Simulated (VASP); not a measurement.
An input for Quantum ESPRESSO's pw.x (written as the equivalent of a VASP run, and not itself run):

```
&CONTROL
  calculation = 'scf'
  pseudo_dir = './pseudo'
  outdir = './out'
  tprnfor = .true.
  tstress = .true.
/
&SYSTEM
  ibrav = 0
  nat = 4
  ntyp = 2
  ecutwfc = 92
  occupations = 'tetrahedra'
  input_dft = 'vdw-df-ob86'
/
&ELECTRONS
  conv_thr = 7.3e-09
  electron_maxstep = 100
/
ATOMIC_SPECIES
  Cu 63.546 Cu.upf
  Au 196.967 Au.upf
CELL_PARAMETERS angstrom
     3.7497715    0.0000000    0.0000000
    -0.0000000    3.7497715    0.0000000
     0.0000000   -0.0000000    3.7497715
ATOMIC_POSITIONS crystal
  Cu   0.0000000  0.5000000  0.5000000
  Cu   0.5000000  0.0000000  0.5000000
  Cu   0.5000000  0.5000000  0.0000000
  Au   0.0000000  0.0000000  0.0000000
K_POINTS automatic
  9 9 9 0 0 0
```

Translate this input to VASP (INCAR, KPOINTS, POSCAR, choice of POTCAR).

One answer among several that fit: 
**KPOINTS**
```
Automatic mesh
0
Gamma
9 9 9
0 0 0
```

**POSCAR**
```
Cu3Au
1
    3.7497715196     0.0000000000     0.0000000000
   -0.0000000000     3.7497715196     0.0000000000
    0.0000000000    -0.0000000000     3.7497715196
Cu Au
3 1
Direct
  0.0000000000   0.5000000000   0.5000000000
  0.5000000000   0.0000000000   0.5000000000
  0.5000000000   0.5000000000   0.0000000000
  0.0000000000   0.0000000000   0.0000000000
```

### INCAR
```
SYSTEM = Cu3Au
PREC = Accurate
ENCUT = 520
EDIFF = 1E-7
NELM = 100
ALGO = Normal
LREAL = .FALSE.
LASPH = .TRUE.
ISMEAR = -5
GGA = MK
PARAM1 = 0.1234
PARAM2 = 1.0
LUSE_VDW = .TRUE.
AGGAC = 0.0
LMAXMIX = 6
LWAVE = .FALSE.
LCHARG = .TRUE.
LORBIT = 11
NEDOS = 601
ISIF = 2
```

POTCAR, in this order: Cu Au (PBE.64 set). Program: vasp_std.

The two are equivalent in intent, not identical: the potentials are each code's own (VASP's PAW set, PseudoDojo norm-conserving files in pw.x), so ENCUT and ecutwfc are chosen apart and not converted; conv_thr bounds pw.x's estimated SCF error, while EDIFF bounds the energy change between steps.

The compound is Cu3Au in the L1_2 structure. The cell was not relaxed at this level.
